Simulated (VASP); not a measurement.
Method: PBEsol GGA, VASP's PBE PAW potentials (set 64) (plane waves; VASP 6.6.1).

Input for VASP

### KPOINTS_OPT
```
k-points along high-symmetry lines
10
Line-mode
Reciprocal
  0.000000   0.000000   0.000000 ! GAMMA
  0.000000   0.500000   0.000000 ! X

  0.000000   0.500000   0.000000 ! X
  0.500000   0.500000   0.000000 ! M

  0.500000   0.500000   0.000000 ! M
  0.000000   0.000000   0.000000 ! GAMMA

  0.000000   0.000000   0.000000 ! GAMMA
  0.500000   0.500000   0.500000 ! R

  0.500000   0.500000   0.500000 ! R
  0.000000   0.500000   0.000000 ! X

  0.500000   0.500000   0.500000 ! R
  0.500000   0.500000   0.000000 ! M
```

INCAR:
```
ALGO = Normal
EDIFF = 1E-6
ENCUT = 400
GGA = PS
ISIF = 2
ISMEAR = 0
LASPH = T
LCHARG = F
LMAXMIX = 4
LREAL = F
LWAVE = F
NELM = 100
PREC = Accurate
SIGMA = 0.01
SYSTEM = H4BrN
```

### KPOINTS
```
Automatic mesh
0
Gamma
4 4 4
0 0 0
```

### POSCAR
```
H4BrN
1
    4.0001000000     0.0000000000     0.0000000000
    0.0000000000     4.0001000000     0.0000000000
    0.0000000000     0.0000000000     4.0001000000
H Br N
4 1 1
Direct
  0.1492100000   0.1492100000   0.8507900000
  0.1492100000   0.8507900000   0.1492100000
  0.8507900000   0.8507900000   0.8507900000
  0.8507900000   0.1492100000   0.1492100000
  0.5000000000   0.5000000000   0.5000000000
  0.0000000000   0.0000000000   0.0000000000
```

POTCAR, in this order: H Br N (PBE.64 set). Program: vasp_std.

Estimate the energy per atom (σ→0), largest force, band gap (over mesh and band path).

```json
{
  "energy per atom (σ→0)": "-4.516 eV/atom",
  "band gap (over mesh and band path)": "4.08 eV",
  "largest_force": "0.02240 Ry/bohr"
}
```

**OSZICAR**
```
...
DAV:  14    -0.270950977470E+02   -0.11406E-06   -0.25750E-07   176   0.484E-03
   1 F= -.27095098E+02 E0= -.27095098E+02  d E =-.242480E-12
       N       E                     dE             ncg
       N       E                     dE             ncg
       N       E                     dE             ncg
       N       E                     dE             ncg
       N       E                     dE             ncg
       N       E                     dE             ncg
```

The structure comes from a computed database's H4BrN entry (P-43m); how it stands against other phases isn't given here. The cell was not relaxed at this level.
